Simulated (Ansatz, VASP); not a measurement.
## Cross-check of SnO2 between VASP and Ansatz

One calculation is typed for both programs; each brings its own data sets. How far apart do they land? The cell is taken from a series of runs on this material, whose earlier steps may have relaxed, scaled, displaced or heated it; both programs get it as it stands.

Program: Ansatz 0.2.0. Level of theory: plane waves, with VASP 6.6.1 beside it; single point at PBE. Results are calculated unless marked as measured.

## Step 1: The starting structure

Symmetry: Imma, No. 74, orthorhombic system. Conventional cell: a = 6.498 Å, b = 6.829 Å, c = 6.828 Å, α = 90.00°, β = 90.00°, γ = 90.00°. Nearest to Sn lie 6 O at 2.09 Å. Nearest to Sn lie 6 O at 2.09 to 2.10 Å. O has 3 Sn at 2.09 to 2.10 Å nearest. O has 3 Sn at 2.09 Å nearest. Farther neighbours and most contacts between anions are not listed.

## Step 2: Ansatz: single point, PBE

Ansatz runs on its default PAW (the set named soft_2) files.

With cell and atoms fixed, the geometry can't cause a difference; cores, projectors, grids and the points listed under the comparison can.

Contents of input.yaml:

```yaml
crystal:
  lattice:
    - [-3.248897, 3.41447, 3.414021]
    - [3.248897, -3.41447, 3.414021]
    - [3.248897, 3.41447, -3.414021]
  atoms:
    - { symbol: Sn, position: [0.5, 0.0, 0.0] }
    - { symbol: Sn, position: [0.5, 0.5, 0.5] }
    - { symbol: Sn, position: [0.003599, 0.753599, 0.25] }
    - { symbol: Sn, position: [0.996401, 0.246401, 0.75] }
    - { symbol: O, position: [0.806496, 0.803774, 0.497278] }
    - { symbol: O, position: [0.806496, 0.309218, 0.002722] }
    - { symbol: O, position: [0.302435, 0.24594, 0.056495] }
    - { symbol: O, position: [0.689445, 0.24594, 0.443505] }
    - { symbol: O, position: [0.310555, 0.75406, 0.556495] }
    - { symbol: O, position: [0.193504, 0.690782, 0.997278] }
    - { symbol: O, position: [0.697565, 0.75406, 0.943505] }
    - { symbol: O, position: [0.193504, 0.196226, 0.502722] }
kpoints:
  mp_grid: { grid: [5, 5, 5] }
  band_path:
    path:
      - [[0.0, 0.0, 0.0], [0.47634207, -0.47634207, -0.47634207], [0.47627633, -0.47640782, -0.47627633], [0.0, -0.5, 0.0], [-0.25, -0.25, -0.25], [0.0, 0.0, -0.5], [-0.47634207, 0.47634207, -0.52365793], [-0.5, 0.5, -0.5], [0.0, 0.0, 0.0], [-0.49993425, -0.49993425, 0.49993425], [-0.5, 0.0, 0.0], [-0.25, -0.25, -0.25]]
      - [[-0.47627633, -0.52359218, 0.47627633], [-0.49993425, -0.49993425, 0.49993425]]
      - [[-0.50006575, 0.49993425, -0.49993425], [-0.5, 0.5, -0.5]]
    npoints: 4
scf:
  occupations: { method: fermi_dirac, width: 0.05 }
  n_extra_bands: 16
hamiltonian:
  xc: pbe
  pseudopotentials: { kind: paw }
output:
  forces: true
  stress: true
  populations: true
  write_bands: true
```

Launch:

```console
ansatz run input.yaml --threads 4 --pin off --max-ram 8192MiB --backend cpu --events-out ev --progress --plain --runs-dir out
```

Numbers of over 12 decimals in the logs are rounded to 6 here.

Output:

```text
scf.n_extra_bands = 16 over 52 filled bands (N_el = 104.0): the run solves 68 bands
Engine: ansatz 0.2.0, x86_64-unknown-linux-gnu
Pseudopotentials: kind: paw
Pseudopotential: Sn, paw, valence charge 14, recommended cutoff 420 eV (normal), Sn.paw.azcp
Pseudopotential: O, paw, valence charge 6, recommended cutoff 420 eV (normal), O.paw.azcp
Functional definition: PBE
  parameter kappa = 0.804
  parameter beta = 0.066725
  exchange = pbe_x(kappa = kappa, mu = beta*pi^2/3)
  correlation = pbe_c(beta = beta)
Crystal: 12 atoms, lattice volume = 151.491 Å³
Basis set: ecut = 420 eV, 2975 PW (Γ), exchange–correlation on 80×80×80 points (8 copies of the dense FFT grid, shifted against one another)
Bands: 68, of which v1, the nominal top of the filled ones, is band 52 counted from 1 (51 counted from 0)
Symmetry: 8 space group operations
Space group: Imma (ITA 74), of the structure as read, at distance tolerance 5.3e-5 Å
k-points: 27 of 125
Non-local potential: Sn, projectors of the file, l = 0: 2, l = 1: 2, l = 2: 2, l = 3: 2
Non-local potential: O, projectors of the file, l = 0: 2, l = 1: 2, l = 2: 1
PAW form: soft (Blöchl's): semilocal exchange-correlation on the pseudo side does not see the compensation charge
PAW one-centre angular grid: Sn, 590 points (default); XC on 64 Gauss nodes
PAW one-centre angular grid: O, 110 points (default); XC on 64 Gauss nodes
Initial density: superposition of atomic densities (neutral atoms: chi_scale 0, normalization atom), corrected by the library's trained network
Initial wavefunctions: pseudopotential atomic-orbital guess
Functional: x = pbe(κ = 0.804, μ = 0.219515), c = pbe(β = 0.066725)
SCF iter   1: F=—  HF=-28635.929148 eV  |F-HF|=—  |Δ(HF+E_count)|=         —  Δρ=1.35e-3  dr2=1.33e-3  ethr=1.77e-3  ⟨swp⟩=5.4  Hψ=7526  notcnv=0  defer=117
preconditioner: auto → Resta (q_TF=auto, 2.563 Å⁻¹)  ε∞=3.3  [insulator: Δε(μ)=0.628 eV  Ē_g=20.192 eV  σ=0.050 eV  W_gap=1.00  n_scr=42 (ndim 8)  ℏωp=30.8 eV  f_vac=0.037  D(μ)=0.00/eV (n_scr^D=0)  ε∞_Penn≈3.3]
SCF iter   2: F=—  HF=-28635.931460 eV  |F-HF|=—  |Δ(HF+E_count)|=   2.31e-3  Δρ=6.69e-4  dr2=2.71e-4  ethr=1.28e-6  ⟨swp⟩=2.3  Hψ=3566  notcnv=0  defer=187
SCF iter   3: F=—  HF=-28635.931904 eV  |F-HF|=—  |Δ(HF+E_count)|=   4.44e-4  Δρ=3.23e-4  dr2=8.25e-5  ethr=2.61e-7  ⟨swp⟩=2.8  Hψ=2890  notcnv=0  defer=187
SCF iter   4: F=—  HF=-28635.932110 eV  |F-HF|=—  |Δ(HF+E_count)|=   2.05e-4  Δρ=4.47e-5  dr2=3.23e-6  ethr=7.94e-8  ⟨swp⟩=2.0  Hψ=2350  notcnv=0  defer=187
SCF iter   5: F=—  HF=-28635.932112 eV  |F-HF|=—  |Δ(HF+E_count)|=   2.78e-6  Δρ=1.84e-5  dr2=4.01e-7  ethr=3.10e-9  ⟨swp⟩=2.0  Hψ=2422  notcnv=0  defer=187
SCF iter   6: F=—  HF=-28635.932112 eV  |F-HF|=—  |Δ(HF+E_count)|=   1.26e-7  Δρ=1.39e-5  dr2=2.41e-7  ethr=9.62e-11  ⟨swp⟩=10.9  Hψ=9086  notcnv=0
SCF iter   7: F=-28635.932112 eV  HF=-28635.932112 eV  |F-HF|=1.08e-8  |Δ(HF+E_count)|=   9.27e-9  Δρ=4.50e-6  dr2=2.36e-8  ethr=9.62e-11  ⟨swp⟩=3.5  Hψ=6133  notcnv=0
SCF 1 converged in 7 iterations: F = -28635.932112 eV  dr2 = 2.36e-8
  greatest PAW one-centre occupation: 0.996 electrons in one spin orbital (limit 2), on the Sn atom at site 1 (counted from 0), in its partial waves of l = 2
NSCF: frozen V_eff on 55 k-points
SCF converged after 7 iterations
Free energy (F): -28635.932112 eV
Harris-Foulkes:  -28635.932112 eV  (|F-HF|=1.08e-8)
Internal energy: -28635.932082 eV  (E = F + TS)
E sigma→0 (E₀):  -28635.932097 eV
Entropy (-TS):   -0.000031 eV (-0.003 meV/atom)
Fermi energy:    9.014323 eV
--- Per-component energies (eV) ---
  E_band       = -314.646293
  E_kinetic    = 2154.790339
  E_local      = -5935.171215  (includes V_loc(G=0)·N_el)
  E_nonlocal   = 267.513987
  E_hartree    = 3049.577391
  E_xc         = -2106.195866
  E_vxc        = -1122.909878  (∫ρ·V_xc dr)
  E_paw        = -17856.353142  (= ΣΔE_a)
  E_vpaw       = -1778.043246  (= ΣTr[D̂ρ^β])
  E_aug_tail   = 0.019673  (compensation charges beyond the density's cutoff)
  E_ewald      = -8210.113249
  E_smearing   = -0.000031  (= −TS)
  E_closure    = -0.000000  (closes the sum)
  Σ components = -28635.932112   (vs F -28635.932112, Δ=0.00e0)
--- Forces (eV/Å), atoms counted from 1 ---
  atom   1  Sn     0.00000000    -0.00000000     0.00000000
  atom   2  Sn    -0.00000000    -0.00000000     0.00000000
  atom   3  Sn     0.00000000     0.00000000    -0.05904240
  atom   4  Sn     0.00000000     0.00000000     0.05904240
  atom   5  O      0.03299304    -0.00000000     0.03112221
  atom   6  O     -0.03299304    -0.00000000     0.03112221
  atom   7  O      0.00000000     0.03177655     0.03265840
  atom   8  O      0.00000000    -0.03177655     0.03265840
  atom   9  O      0.00000000     0.03177655    -0.03265840
  atom  10  O      0.03299304    -0.00000000    -0.03112221
  atom  11  O      0.00000000    -0.03177655    -0.03265840
  atom  12  O     -0.03299304    -0.00000000    -0.03112221
  max |Σ_I F_I| component: 4.16e-17 eV/Å
--- Stress (GPa, compression-positive) ---
       -1.377873       0.000000       0.000000
        0.000000      -0.560051       0.000000
        0.000000       0.000000      -0.530562
  P = ⅓ Tr σ = -0.8228 GPa (-8.228 kbar)
--- Band table (eV; the first three rows and the last of 27) ---
  k-point 0: bands = [... 48 lower, 7.9214, 7.9613, 7.9695, 8.6883, 9.3153, 13.0089, 13.0115, 14.3339, ... 12 higher]
  k-point 1: bands = [... 48 lower, 7.8825, 7.9348, 7.9772, 8.5496, 10.4082, 13.1891, 13.3147, 14.3574, ... 12 higher]
  k-point 2: bands = [... 48 lower, 7.8674, 7.9278, 8.1023, 8.3180, 11.9962, 13.0966, 13.9874, 14.3837, ... 12 higher]
  k-point 26: bands = [... 48 lower, 7.6246, 7.6407, 7.8548, 7.8563, 13.0251, 13.0260, 13.4855, 14.7671, ... 12 higher]
--- Löwdin populations: 12 sites ---
  site symbol       q [e]
     0     Sn     12.2850
     1     Sn     12.2850
     2     Sn     12.2850
     3     Sn     12.2850
     4      O      6.7940
     5      O      6.7940
     6      O      6.7940
     7      O      6.7940
     8      O      6.7940
     9      O      6.7940
    10      O      6.7940
    11      O      6.7940
  spilling = 0.004885 (of n_electrons = 104.000000)
```

In the SCF lines HF is the Harris–Foulkes energy and dr2 the Hartree energy of the density residual, in eV; the loop may stop once dr2 is under the threshold and the program's other checks hold. Hψ counts applications of the Hamiltonian.

## Step 3: VASP: single point, PBE

The same cell, functional, mesh and smearing now go to VASP, with its own data sets.

Lines of VASP's logs that name or quote its potential files are left out, and so is its time.

Contents of INCAR:

```
SYSTEM = SnO2
PREC = Accurate
ENCUT = 600
EDIFF = 1E-06
NELM = 120
ISMEAR = -1
SIGMA = 0.05
LREAL = .FALSE.
ALGO = Normal
GGA = PE
NBANDS = 64
LORBIT = 11
LWAVE = .FALSE.
LCHARG = .FALSE.
ISIF = 2
LASPH = .TRUE.
GGA_COMPAT = .FALSE.
EFERMI = MIDGAP
KPAR = 2
```

Contents of POSCAR:

```
SnO2
1.0
   -3.2488970000      3.4144700000      3.4140210000
    3.2488970000     -3.4144700000      3.4140210000
    3.2488970000      3.4144700000     -3.4140210000
Sn O
4 8
Direct
    0.5000000000      0.0000000000      0.0000000000
    0.5000000000      0.5000000000      0.5000000000
    0.0035990000      0.7535990000      0.2500000000
    0.9964010000      0.2464010000      0.7500000000
    0.8064960000      0.8037740000      0.4972780000
    0.8064960000      0.3092180000      0.0027220000
    0.3024350000      0.2459400000      0.0564950000
    0.6894450000      0.2459400000      0.4435050000
    0.3105550000      0.7540600000      0.5564950000
    0.1935040000      0.6907820000      0.9972780000
    0.6975650000      0.7540600000      0.9435050000
    0.1935040000      0.1962260000      0.5027220000
```

Contents of KPOINTS:

```
Automatic mesh
0
Gamma
5 5 5
0 0 0
```

The projector-augmented-wave data sets are Sn_d and O (PBE family, release 64).

Launch:

```console
mpirun -np 2 vasp_std
```

Output:

```text
[banner, memory and clock lines left out]
running    2 mpi-ranks, on    1 nodes
 distrk:  each k-point on    1 cores,    2 groups
 distr:  one band on    1 cores,    1 groups

 POSCAR found type information on POSCAR SnO
 POSCAR found :  2 types and      12 ions
 LDA part: xc-table for (Slater+PW92), standard interpolation
 POSCAR, INCAR and KPOINTS ok, starting setup
 FFT: planning ... GRIDC
 FFT: planning ... GRID_SOFT
 FFT: planning ... GRID
 WAVECAR not read
 entering main loop
       N       E                     dE             d eps       ncg     rms          rms(c)
DAV:   1     0.170823828052E+04    0.17082E+04   -0.52413E+04  3992   0.277E+03
DAV:   2     0.297225675893E+03   -0.14110E+04   -0.13386E+04  3608   0.860E+02
DAV:   3    -0.546424892857E+02   -0.35187E+03   -0.34231E+03  3808   0.296E+02
DAV:   4    -0.859391888799E+02   -0.31297E+02   -0.30952E+02  4320   0.966E+01
DAV:   5    -0.868543062605E+02   -0.91512E+00   -0.91218E+00  4032   0.173E+01    0.219E+01
DAV:   6    -0.744160072677E+02    0.12438E+02   -0.43259E+01  5504   0.697E+01    0.794E+00
DAV:   7    -0.747010120954E+02   -0.28500E+00   -0.47905E+00  3888   0.898E+00    0.461E+00
DAV:   8    -0.746723245120E+02    0.28688E-01   -0.67795E-01  4848   0.544E+00    0.122E+00
DAV:   9    -0.746354208474E+02    0.36904E-01   -0.19126E-01  5192   0.418E+00    0.213E-01
DAV:  10    -0.746370950171E+02   -0.16742E-02   -0.14419E-02  4808   0.863E-01    0.805E-02
DAV:  11    -0.746373212046E+02   -0.22619E-03   -0.10556E-03  4920   0.248E-01    0.298E-02
DAV:  12    -0.746373341181E+02   -0.12913E-04   -0.86580E-05  4352   0.529E-02    0.251E-02
DAV:  13    -0.746373253093E+02    0.88088E-05   -0.37337E-05  4632   0.534E-02    0.451E-03
DAV:  14    -0.746373259100E+02   -0.60068E-06   -0.34644E-06  3384   0.913E-03
   1 F= -.74637326E+02 E0= -.74637309E+02  d E =-.335692E-04
```

OUTCAR, selected parts (step 3):

```text
ion  position               nearest neighbor table
   1  0.500  0.000  0.000-   6 2.09  10 2.09   7 2.09  11 2.09   8 2.09   9 2.09   2 3.25   2 3.25

  LATTYP: Found a body centered orthorhombic cell.
 ALAT       =     6.4977940000
 B/A-ratio  =     1.0508246337
 C/A-ratio  =     1.0509628345

 Subroutine GETGRP returns: Found  8 space group operations
 (whereof  4 operations were pure point group operations)

The static configuration has the point symmetry C_2h.
 The point group associated with its full space group is D_2h.

 Found     27 irreducible k-points:

   k-points           NKPTS =     27   k-points in BZ     NKDIM =     27   number of bands    NBANDS=     64

   dimension x,y,z NGX =    48 NGY =   48 NGZ =   48
   dimension x,y,z NGXF=    96 NGYF=   96 NGZF=   96

   ENCUT  =  600.0 eV  44.10 Ry    6.64 a.u.  11.62 11.62 11.62*2*pi/ulx,y,z

   NELECT =     104.0000    total number of electrons

 k-points in reciprocal lattice and weights: Automatic mesh
   0.00000000  0.00000000  0.00000000       0.008
   0.20000000 -0.00000000  0.00000000       0.032
   0.40000000  0.00000000 -0.00000000       0.032
   0.00000000  0.20000000  0.00000000       0.032
   0.20000000  0.20000000  0.00000000       0.064
   0.40000000  0.20000000  0.00000000       0.064
  -0.40000000  0.20000000  0.00000000       0.064
  -0.20000000  0.20000000  0.00000000       0.032
   0.00000000  0.40000000 -0.00000000       0.032
[...]
0.40000000 -0.40000000  0.40000000       0.016
  -0.40000000 -0.40000000  0.40000000       0.016

 average (electrostatic) potential at core
       1-100.1562       2-100.1562       3-100.1562       4-100.1562       5 -68.4713
       6 -68.4713       7 -68.4715       8 -68.4715       9 -68.4715      10 -68.4713
      11 -68.4715      12 -68.4713

 E-fermi :   5.8076

 k-point     1 :       0.0000    0.0000    0.0000
  band No.  band energies     occupation
    ...
     48       4.7083      2.00000
     49       4.7180      2.00000
     50       4.7552      2.00000
     51       4.7640      2.00000
     52       5.4874      1.99670
     53       6.1032      0.00540
     54       9.7926      0.00000
     55       9.7953      0.00000
     56      11.1171      0.00000
     57      11.5071      0.00000
    ...

 k-point     2 :       0.2000   -0.0000    0.0000
  band No.  band energies     occupation
    ...
     48       4.4846      2.00000
     49       4.6252      2.00000
     50       4.6267      2.00000
     51       4.7786      2.00000
     52       5.3063      1.99991
     53       7.0921      0.00000
     54      10.1776      0.00000
     55      10.1814      0.00000
     56      10.7810      0.00000
     57      11.6890      0.00000
    ...

 k-point     3 :       0.4000    0.0000   -0.0000
  band No.  band energies     occupation
    ...
     48       4.5003      2.00000
     49       4.6824      2.00000
     50       4.6876      2.00000
     51       4.8389      2.00000
     52       4.9824      2.00000
     53       8.6106      0.00000
     54       9.9423      0.00000
     55      11.0515      0.00000
     56      11.0580      0.00000
     57      12.1221      0.00000
    ...

  Total       -0.7351192     -0.2129522     -0.1866163      0.0000000      0.0000000      0.0000000
  in kB       -7.7746873     -2.2522014     -1.9736714      0.0000000      0.0000000      0.0000000
  external PRESSURE =      -4.0001867 kB  Pullay stress =       0.0000000 kB

  energy-cutoff  :      600.00
  volume of cell :      151.49
      direct lattice vectors                 reciprocal lattice vectors
    -3.248897000  3.414470000  3.414021000     0.000000000  0.146435611  0.146454869
     3.248897000 -3.414470000  3.414021000     0.153898385  0.000000000  0.146454869
     3.248897000  3.414470000 -3.414021000     0.153898385  0.146435611  0.000000000

 POSITION                                       TOTAL-FORCE (eV/Angst)
 -----------------------------------------------------------------------------------
     -1.62445      1.70724      1.70701        -0.000000     -0.000000     -0.000000
      1.62445      1.70724      1.70701         0.000000     -0.000000     -0.000000
      3.24890     -1.70723      1.73158        -0.000000     -0.000000     -0.058473
      0.00000      5.12171      1.68244        -0.000000      0.000000      0.058473
      1.60676      1.70724      3.79978         0.031533     -0.000000      0.016236
     -1.60676      1.70723      3.79978        -0.031533     -0.000000      0.016236
     -0.00000      0.38580      1.67929        -0.000000      0.017020      0.031613
      0.00000      3.02867      1.67929         0.000000     -0.017020      0.031613
      3.24890      0.38580      1.73473         0.000000      0.017020     -0.031613
      4.85566      1.70723     -0.38576         0.031533      0.000000     -0.016236
      3.24890      3.02867      1.73473         0.000000     -0.017020     -0.031613
      1.64214      1.70723     -0.38576        -0.031533      0.000000     -0.016236
 -----------------------------------------------------------------------------------
    total drift:                                0.000000      0.000000     -0.000000

  FREE ENERGIE OF THE ION-ELECTRON SYSTEM (eV)
  ---------------------------------------------------
  free  energy   TOTEN  =       -74.6373259100 eV

  energy  without entropy=      -74.6372923408  energy(sigma->0) =      -74.63730913

 total charge
# of ion       s       p       d       tot
------------------------------------------
    1        0.880   1.020  10.324  12.225
    2        0.880   1.020  10.324  12.225
    3        0.880   1.020  10.324  12.225
    4        0.880   1.020  10.324  12.225
    5        1.557   3.480   0.000   5.037
    6        1.557   3.480   0.000   5.037
    7        1.557   3.480   0.000   5.037
    8        1.557   3.480   0.000   5.037
    9        1.557   3.480   0.000   5.037
   10        1.557   3.480   0.000   5.037
   11        1.557   3.480   0.000   5.037
   12        1.557   3.480   0.000   5.037
--------------------------------------------------
tot         15.980  31.921  41.297  89.198

[... 3 further parts left out ...]
```

The run ends at a pressure of -0.40 GPa, with forces up to 0.058 eV/Å.

## Step 4: Side by side

Known differences besides the potentials themselves: the cutoff is 420 eV in Ansatz and 600 eV in VASP. Total energies have different zeros and are not compared.

Both answers:

| quantity | Ansatz | VASP | difference |
| --- | --- | --- | --- |
| pressure (GPa) | -0.82 | -0.40 | -0.42 |
| gap on the k mesh (eV) | 0.627 | 0.616 | +0.011 |

Forces on 9 of the 12 atoms, those with the largest forces and the largest differences (eV/Å; atoms numbered as in POSCAR):

| atom | Ansatz x, y, z | VASP x, y, z |
| --- | --- | --- |
| Sn3 | 0.000, 0.000, -0.059 | 0.000, 0.000, -0.058 |
| Sn4 | 0.000, 0.000, 0.059 | 0.000, 0.000, 0.058 |
| O5 | 0.033, 0.000, 0.031 | 0.032, 0.000, 0.016 |
| O7 | 0.000, 0.032, 0.033 | 0.000, 0.017, 0.032 |
| O8 | 0.000, -0.032, 0.033 | 0.000, -0.017, 0.032 |
| O9 | 0.000, 0.032, -0.033 | 0.000, 0.017, -0.032 |
| O10 | 0.033, 0.000, -0.031 | 0.032, 0.000, -0.016 |
| O11 | 0.000, -0.032, -0.033 | 0.000, -0.017, -0.032 |
| O12 | -0.033, 0.000, -0.031 | -0.032, 0.000, -0.016 |

The forces differ by 7.0 meV/Å r.m.s., which is 32.2 % of the r.m.s. force of 0.022 eV/Å (both taken over all components). A gap on the mesh is an upper bound, since the band edges may lie between its points.

## Step 5: Outcome

| Item | Value |
| --- | --- |
| difference in gap on the k mesh (single point, PBE) | 0.011 eV |
| r.m.s. force difference (single point, PBE) | 7.0 meV/Å |

**Reading.** The r.m.s. force difference is 7.0 meV/Å (single point, PBE), within the 12 meV/Å picked in this series as the mark of a large difference. Such differences can come from data sets, numerical settings and the points named under the comparisons, not from the functional's error against experiment.

[Lines on the potential files, build, host, timing and source positions are cut from VASP's logs without a mark.]

[Logs are printed without paths, hosts, clocks, repeated set-up lines and the standing remarks that a program may print on its own settings, such as how far it seeks lower states.]

[Hosts, paths, dates, database ids (printed as entryN), source tags and the programs' standing remarks are cut or masked in the printed files.]
